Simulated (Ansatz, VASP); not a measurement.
## Cross-check of NaGeCl3 between VASP and Ansatz

One calculation is typed for both programs; each brings its own data sets. How far apart do they land? The cell is generated by rule, not measured, and may not be a known phase. The cell is taken from a series of runs on this material, whose earlier steps may have relaxed, scaled, displaced or heated it; both programs get it as it stands.

Main program and level: Ansatz 0.2.0; plane waves, with VASP 6.6.1 beside it; relaxation of cell and atoms at PBEsol.

The structure was built from a prototype and need not be the compound's stable phase.

## 1. Set-up

It takes space group Pm-3m (No. 221, cubic). The conventional cell has a = 5.132 Å, b = 5.132 Å, c = 5.132 Å, α = 90.00°, β = 90.00°, γ = 90.00°. Nearest to Na lie 12 Cl at 3.63 Å. Ge has 6 Cl at 2.57 Å nearest. Nearest to Cl lie 2 Ge at 2.57 Å. Farther neighbours and most contacts between anions are not listed.

## 2. Ansatz: relaxation of cell and atoms, PBEsol

Ansatz runs on its default PAW (the set named soft_2) files.

The relaxed volume is the usual yardstick between codes: in a stiff, nearly cubic crystal its relative difference is about their pressure difference at one cell divided by the bulk modulus.

The input, input.yaml:

```yaml
crystal:
  lattice:
    - [5.1317724219, 0.0, 0.0]
    - [0.0, 5.1317724219, 0.0]
    - [0.0, 0.0, 5.1317724219]
  atoms:
    - { symbol: Na, position: [0.0, 0.0, 0.0] }
    - { symbol: Ge, position: [0.5, 0.5, 0.5] }
    - { symbol: Cl, position: [0.5, 0.5, 0.0] }
    - { symbol: Cl, position: [0.5, 0.0, 0.5] }
    - { symbol: Cl, position: [0.0, 0.5, 0.5] }
kpoints:
  mp_grid: { grid: [6, 6, 6] }
hamiltonian:
  xc: pbesol
scf:
  occupations: { method: fixed }
output:
  forces: true
  stress: true
  eigenvalues: true
relax:
  adjacent_minimum: "off"
  f_tol: 0.001
  max_steps: 60
  cell: { stress_tol: 0.01 }
```

Command:

```bash
ansatz run input.yaml --threads 8 --pin off --max-ram 14336MiB --backend cpu --events-out ev --progress --plain --runs-dir out
```

Numbers of over 12 decimals in the logs are rounded to 6 here.

The log of the run:

```text
Engine: ansatz 0.2.0, aarch64-unknown-linux-gnu
Pseudopotentials: kind: paw
Pseudopotential: Na, paw, valence charge 9, recommended cutoff 420 eV (normal), Na.paw.azcp
Pseudopotential: Ge, paw, valence charge 14, recommended cutoff 420 eV (normal), Ge.paw.azcp
Pseudopotential: Cl, paw, valence charge 7, recommended cutoff 420 eV (normal), Cl.paw.azcp
Functional definition: PBEsol
  exchange = pbesol_x
  correlation = pbesol_c
Crystal: 5 atoms, lattice volume = 135.146 Å³
Basis set: ecut = 420 eV, 2601 PW (Γ), exchange–correlation on 72×72×72 points (8 copies of the dense FFT grid, shifted against one another)
Bands: 27, of which v1, the nominal top of the filled ones, is band 22 counted from 1 (21 counted from 0)
Symmetry: 48 space group operations
Space group: Pm-3m (ITA 221), of the structure as read, at distance tolerance 5.1e-5 Å
k-points: 20 of 216
Non-local potential: Na, projectors of the file, l = 0: 3, l = 1: 2, l = 2: 1
Non-local potential: Ge, projectors of the file, l = 0: 2, l = 1: 2, l = 2: 3, l = 3: 1
Non-local potential: Cl, projectors of the file, l = 0: 2, l = 1: 2, l = 2: 2
PAW form: soft (Blöchl's): semilocal exchange-correlation on the pseudo side does not see the compensation charge
PAW frozen core: Na, regenerated for the run's functional, and the local potential with it (the file was generated under x = pbe(κ = 0.804, μ = 0.219515), c = pbe(β = 0.066725))
PAW frozen core: Ge, regenerated for the run's functional, and the local potential with it (the file was generated under x = pbe(κ = 0.804, μ = 0.219515), c = pbe(β = 0.066725))
PAW frozen core: Cl, regenerated for the run's functional, and the local potential with it (the file was generated under x = pbe(κ = 0.804, μ = 0.219515), c = pbe(β = 0.066725))
PAW one-centre angular grid: Na, 110 points (default); XC on 64 Gauss nodes
PAW one-centre angular grid: Ge, 590 points (default); XC on 64 Gauss nodes
PAW one-centre angular grid: Cl, 110 points (default); XC on 64 Gauss nodes
Initial density: superposition of atomic densities (neutral atoms: chi_scale 0, normalization atom), corrected by the library's trained network
Initial wavefunctions: pseudopotential atomic-orbital guess
Functional: x = pbesol(κ = 0.804, μ = 0.123457), c = pbesol(β = 0.046)
SCF iter   1: F=—  HF=-8917.146453 eV  |F-HF|=—  |Δ(HF+E_count)|=         —  Δρ=2.62e-3  dr2=1.07e-2  ethr=1.77e-3  ⟨swp⟩=4.7  Hψ=2017  notcnv=0  defer=43
preconditioner: auto → Resta (q_TF=auto, 2.263 Å⁻¹)  ε∞=3.4  [insulator: Δε(μ)=0.340 eV  Ē_g=10.564 eV  n_scr=26 (ndim 8)  ℏωp=16.3 eV  f_vac=0.182  ε∞_Penn≈3.4]
SCF iter   2: F=—  HF=-8917.140624 eV  |F-HF|=—  |Δ(HF+E_count)|=   5.83e-3  Δρ=1.29e-3  dr2=2.56e-3  ethr=2.44e-5  ⟨swp⟩=2.1  Hψ=1006  notcnv=0  defer=58
SCF iter   3: F=—  HF=-8917.139975 eV  |F-HF|=—  |Δ(HF+E_count)|=   6.49e-4  Δρ=2.37e-4  dr2=1.31e-4  ethr=5.81e-6  ⟨swp⟩=3.0  Hψ=999  notcnv=0  defer=57
SCF iter   4: F=—  HF=-8917.139961 eV  |F-HF|=—  |Δ(HF+E_count)|=   1.46e-5  Δρ=1.07e-4  dr2=2.07e-5  ethr=2.99e-7  ⟨swp⟩=2.0  Hψ=973  notcnv=0  defer=48
SCF iter   5: F=—  HF=-8917.139935 eV  |F-HF|=—  |Δ(HF+E_count)|=   2.54e-5  Δρ=4.91e-5  dr2=3.83e-6  ethr=4.71e-8  ⟨swp⟩=2.0  Hψ=960  notcnv=0  defer=22
SCF iter   6: F=—  HF=-8917.139934 eV  |F-HF|=—  |Δ(HF+E_count)|=   1.44e-6  Δρ=1.68e-5  dr2=6.25e-7  ethr=8.71e-9  ⟨swp⟩=2.0  Hψ=948  notcnv=0  defer=22
SCF iter   7: F=-8917.139934 eV  HF=-8917.139934 eV  |F-HF|=1.88e-9  |Δ(HF+E_count)|=   2.08e-8  Δρ=6.24e-6  dr2=4.68e-8  ethr=2.27e-10  ⟨swp⟩=9.2  Hψ=3207  notcnv=0
SCF 1 converged in 7 iterations: F = -8917.139934 eV  dr2 = 4.68e-8
  greatest PAW one-centre occupation: 0.999 electrons in one spin orbital (limit 2), on the Na atom at site 0 (counted from 0), in its partial waves of l = 0
relax step   1: F+E_penalty+E_count = -8917.13993366 eV  Δ(F+E_penalty+E_count) = +0.000e0 eV  max|allowed force component| = 1.241e-29 eV/Å  Δτ_max = 0.0000 Å  P = +0.000 GPa  Ω = 135.146 Å³  (7 SCF iters, dr2 threshold 1.00e-7 eV, accepted)
Initial density: handed on by an earlier stage of this run
Initial wavefunctions: pseudopotential atomic-orbital guess (no wavefunctions were taken with the density)
iter 1 solved again at ethr=2.70e-7 eV; its pass at ethr=3.10e-3 eV (dr2=1.19e-4 eV) is discarded
SCF iter   1: F=—  HF=-8917.139962 eV  |F-HF|=—  |Δ(HF+E_count)|=         —  Δρ=6.80e-6  dr2=4.87e-8  ethr=2.70e-7  ⟨swp⟩=3.0  Hψ=3248  notcnv=0  defer=57
eigensolver tolerance schedule: the retry pair's looser diagonalisation over-reported the residual by 2441.45 of it (diagonalisation noise at 0.27 of the residual, at the tolerance the schedule requests for it); recorded, not acted on — ethr = c·dr2/N_el stays at c = 1.0e-1
preconditioner: auto → Resta (q_TF=auto, 2.263 Å⁻¹)  ε∞=3.4  [insulator: Δε(μ)=0.361 eV  Ē_g=10.592 eV  n_scr=26 (ndim 8)  ℏωp=16.3 eV  f_vac=0.177  ε∞_Penn≈3.4]
SCF iter   2: F=—  HF=-8917.139934 eV  |F-HF|=—  |Δ(HF+E_count)|=   2.88e-5  Δρ=3.08e-6  dr2=1.91e-8  ethr=1.11e-10  ⟨swp⟩=3.0  Hψ=1196  notcnv=0  defer=37
SCF iter   3: F=—  HF=-8917.139934 eV  |F-HF|=—  |Δ(HF+E_count)|=   9.46e-9  Δρ=1.57e-6  dr2=5.91e-9  ethr=4.35e-11  ⟨swp⟩=2.8  Hψ=949  notcnv=0  defer=37
SCF iter   4: F=—  HF=-8917.139934 eV  |F-HF|=—  |Δ(HF+E_count)|=   3.74e-9  Δρ=4.94e-7  dr2=4.39e-10  ethr=1.34e-11  ⟨swp⟩=2.0  Hψ=849  notcnv=0  defer=37
SCF iter   5: F=—  HF=-8917.139934 eV  |F-HF|=—  |Δ(HF+E_count)|=  1.27e-10  Δρ=2.68e-7  dr2=6.90e-11  ethr=1.00e-12  ⟨swp⟩=2.0  Hψ=922  notcnv=0  defer=37
SCF iter   6: F=—  HF=-8917.139934 eV  |F-HF|=—  |Δ(HF+E_count)|=  1.64e-11  Δρ=4.56e-8  dr2=2.76e-12  ethr=1.00e-12  ⟨swp⟩=2.0  Hψ=730  notcnv=0  defer=37
SCF iter   7: F=-8917.139934 eV  HF=-8917.139934 eV  |F-HF|=3.64e-12  |Δ(HF+E_count)|=    0.00e0  Δρ=2.42e-8  dr2=6.45e-13  ethr=1.00e-12  ⟨swp⟩=11.2  Hψ=2931  notcnv=0
SCF 2 converged in 7 iterations: F = -8917.139934 eV  dr2 = 6.45e-13
relax step   2: F+E_penalty+E_count = -8917.13993368 eV  Δ(F+E_penalty+E_count) = -1.631e-8 eV  max|allowed force component| = 8.691e-30 eV/Å  Δτ_max = 0.0000 Å  P = +0.000 GPa  Ω = 135.146 Å³  stress off target by 3.60e-4 GPa  SCF on the basis re-selected at this cell (its energy is not comparable with the rows above)  (7 SCF iters)
basis re-selected at this cell: Δ(F+E_penalty+E_count) = -1.631e-8 eV, ΔP = +0.000 GPa vs the last step (what re-selecting the basis moved, of the pressure what is left beyond the Pulay correction that the steps carried, after the strain that the cell walked since its last selection, with what the two solves' SCF thresholds leave and, on support functions, any second-order correction that the steps lacked; it is no m [...]
SCF converged after 7 iterations
Free energy (F): -8917.139934 eV
Harris-Foulkes:  -8917.139934 eV  (|F-HF|=3.64e-12)
Internal energy: -8917.139934 eV  (E = F + TS)
E sigma→0 (E₀):  -8917.139934 eV
Fermi energy:    4.558396 eV
--- Per-component energies (eV) ---
  E_band       = -513.575536
  E_kinetic    = 711.673716
  E_local      = -5097.437246  (includes V_loc(G=0)·N_el)
  E_nonlocal   = 616.422517
  E_hartree    = 2031.809228
  E_xc         = -430.654030
  E_vxc        = -477.304257  (∫ρ·V_xc dr)
  E_paw        = -4150.472645  (= ΣΔE_a)
  E_vpaw       = -330.549237  (= ΣTr[D̂ρ^β])
  E_aug_tail   = 0.000532  (compensation charges beyond the density's cutoff)
  E_ewald      = -2599.689931
  E_core_change = 1.207926  (= ΣΔE_core)
  E_smearing   = -0.000000  (= −TS)
  E_closure    = 0.000000  (closes the sum)
  Σ components = -8917.139934   (vs F -8917.139934, Δ=0.00e0)
--- Forces (eV/Å), atoms counted from 1 ---
  atom   1  Na    -0.00000000    -0.00000000     0.00000000
  atom   2  Ge     0.00000000    -0.00000000    -0.00000000
  atom   3  Cl    -0.00000000    -0.00000000     0.00000000
  atom   4  Cl     0.00000000    -0.00000000     0.00000000
  atom   5  Cl     0.00000000     0.00000000     0.00000000
  max |Σ_I F_I| component: 3.29e-29 eV/Å
--- Stress (GPa, compression-positive) ---
        0.000360       0.000000       0.000000
        0.000000       0.000360       0.000000
        0.000000       0.000000       0.000360
  P = ⅓ Tr σ = 0.0004 GPa (0.004 kbar)
--- Band table (eV; the first three rows and the last of 20) ---
  k-point 0: bands = [... 18 lower, 0.7072, 0.7881, 0.7881, 0.7881, 5.4204, 9.4726, 9.4726, 9.4818, ... 1 higher]
  k-point 1: bands = [... 18 lower, 0.6640, 0.7651, 0.7651, 0.8284, 5.7173, 9.0287, 9.2767, 9.4144, ... 1 higher]
  k-point 2: bands = [... 18 lower, 0.5804, 0.7638, 0.7638, 1.3674, 6.4483, 7.1180, 8.5864, 9.4073, ... 1 higher]
  k-point 19: bands = [... 18 lower, 1.3598, 1.3598, 1.3598, 4.5584, 4.9194, 4.9194, 4.9194, 6.3895, ... 1 higher]
--- Relaxed structure (1 steps of the walk, 1 accepted, 1 SCFs on fresh bases) ---
  F+E_penalty+E_count = -8917.13993368 eV   max|allowed force component| = 8.691e-30 eV/Å   (the final SCF, on the basis selected at the relaxed cell)
  cell:  # Å, volume = 135.1457 Å³
    - [5.1317724219, 0.0, 0.0]
    - [0.0, 5.1317724219, 0.0]
    - [0.0, 0.0, 5.1317724219]
  atoms:
    - { symbol: Na, position: [0.0, 0.0, 0.0] }
    - { symbol: Ge, position: [0.5, 0.5, 0.5] }
    - { symbol: Cl, position: [0.5, 0.5, 0.0] }
    - { symbol: Cl, position: [0.5, 0.0, 0.5] }
    - { symbol: Cl, position: [0.0, 0.5, 0.5] }
```

## 3. VASP: relaxation of cell and atoms, PBEsol

The same cell, functional and mesh now go to VASP, with its own data sets.

Lines of VASP's logs that name or quote its potential files are left out, and so is its time.

The input, INCAR:

```
SYSTEM = NaGeCl3
PREC = Accurate
ENCUT = 500
EDIFF = 1E-07
NELM = 120
ISMEAR = 0
SIGMA = 0.01
LREAL = .FALSE.
ALGO = Normal
GGA = PS
NBANDS = 27
LORBIT = 11
LWAVE = .FALSE.
LCHARG = .FALSE.
ISIF = 3
IBRION = 2
NSW = 80
EDIFFG = -0.005
LASPH = .TRUE.
GGA_COMPAT = .FALSE.
NELMIN = 4
EFERMI = MIDGAP
KPAR = 2
```

The input, POSCAR:

```
NaGeCl3
1.0
    5.1317720000      0.0000000000      0.0000000000
    0.0000000000      5.1317720000      0.0000000000
    0.0000000000      0.0000000000      5.1317720000
Na Ge Cl
1 1 3
Direct
    0.0000000000      0.0000000000      0.0000000000
    0.5000000000      0.5000000000      0.5000000000
    0.5000000000      0.5000000000      0.0000000000
    0.5000000000      0.0000000000      0.5000000000
    0.0000000000      0.5000000000      0.5000000000
```

The input, KPOINTS:

```
Automatic mesh
0
Gamma
6 6 6
0 0 0
```

PAW data sets: Na_pv, Ge_d and Cl (PBE family, release 64).

Command:

```bash
mpirun -np 2 vasp_std
```

The log of the run:

```text
[banner, memory and clock lines left out]
running    2 mpi-ranks, on    1 nodes
 distrk:  each k-point on    1 cores,    2 groups
 distr:  one band on    1 cores,    1 groups

 POSCAR found type information on POSCAR NaGeCl
 POSCAR found :  3 types and       5 ions
|                                                                             |
|               ----> ADVICE to this user running VASP <----                  |
|                                                                             |
|     You enforced a specific xc type in the INCAR file but a different       |
|     [... a line on the potential file left out ...]
|     I HOPE YOU KNOW WHAT YOU ARE DOING!                                     |
|                                                                             |

 LDA part: xc-table for (Slater+PW92), standard interpolation
 POSCAR, INCAR and KPOINTS ok, starting setup
 FFT: planning ... GRIDC
 FFT: planning ... GRID_SOFT
 FFT: planning ... GRID
 WAVECAR not read
 entering main loop
       N       E                     dE             d eps       ncg     rms          rms(c)
DAV:   1     0.412228560855E+03    0.41223E+03   -0.19698E+04  1323   0.216E+03
DAV:   2     0.446854123256E+02   -0.36754E+03   -0.35566E+03  1227   0.620E+02
DAV:   3    -0.151725147213E+02   -0.59858E+02   -0.59173E+02  1277   0.167E+02
DAV:   4    -0.181245794503E+02   -0.29521E+01   -0.29386E+01  1327   0.447E+01
DAV:   5    -0.182082256843E+02   -0.83646E-01   -0.83509E-01  1378   0.720E+00    0.743E+00
DAV:   6    -0.177147776238E+02    0.49345E+00   -0.93145E-01  1469   0.634E+00    0.442E+00
DAV:   7    -0.176658964544E+02    0.48881E-01   -0.25093E-01  1404   0.264E+00    0.170E+00
DAV:   8    -0.176614909944E+02    0.44055E-02   -0.32368E-02  1282   0.165E+00    0.186E-01
DAV:   9    -0.176609905214E+02    0.50047E-03   -0.38889E-03  1461   0.595E-01    0.117E-01
DAV:  10    -0.176610243449E+02   -0.33823E-04   -0.12234E-03  1455   0.521E-01    0.229E-02
DAV:  11    -0.176610306926E+02   -0.63477E-05   -0.11921E-04  1530   0.109E-01    0.120E-02
DAV:  12    -0.176610317912E+02   -0.10986E-05   -0.11208E-05  1334   0.361E-02    0.490E-03
DAV:  13    -0.176610319747E+02   -0.18352E-06   -0.23607E-06  1417   0.186E-02    0.151E-03
DAV:  14    -0.176610319565E+02    0.18222E-07   -0.16898E-07  1073   0.284E-03
   1 F= -.17661032E+02 E0= -.17661032E+02  d E =-.176610E+02
 curvature:   0.00 expect dE= 0.000E+00 dE for cont linesearch  0.000E+00
 trial: gam= 0.00000 g(F)=  0.000E+00 g(S)=  0.202E-04 ort = 0.000E+00 (trialstep = 0.100E+01)
 search vector abs. value=  0.202E-04
 bond charge predicted
       N       E                     dE             d eps       ncg     rms          rms(c)
DAV:   1    -0.176612373570E+02   -0.20538E-03   -0.35294E-03  1496   0.683E-01    0.862E-02
DAV:   2    -0.176610804671E+02    0.15689E-03   -0.27297E-04  1460   0.155E-01    0.360E-02
DAV:   3    -0.176610485705E+02    0.31897E-04   -0.78422E-05  1463   0.863E-02    0.174E-02
DAV:   4    -0.176610466221E+02    0.19483E-05   -0.32554E-06  1452   0.130E-02    0.620E-03
DAV:   5    -0.176610466644E+02   -0.42285E-07   -0.58477E-07  1064   0.461E-03
   2 F= -.17661047E+02 E0= -.17661047E+02  d E =-.147080E-04
 trial-energy change:   -0.000015  1 .order   -0.000008   -0.000020    0.000003
 step:   0.9426(harm=  0.8564)  dis= 0.00000  next Energy=   -17.661047 (dE=-0.148E-04)
 reached required accuracy - stopping structural energy minimisation
```

(Continued in part 2 of 2.)

[Lines on the potential files, build, host, timing and source positions are cut from VASP's logs without a mark.]

[Logs are printed without paths, hosts, clocks, repeated set-up lines and the standing remarks that a program may print on its own settings, such as how far it seeks lower states.]

[Hosts, paths, dates, database ids (printed as entryN), source tags and the programs' standing remarks are cut or masked in the printed files.]
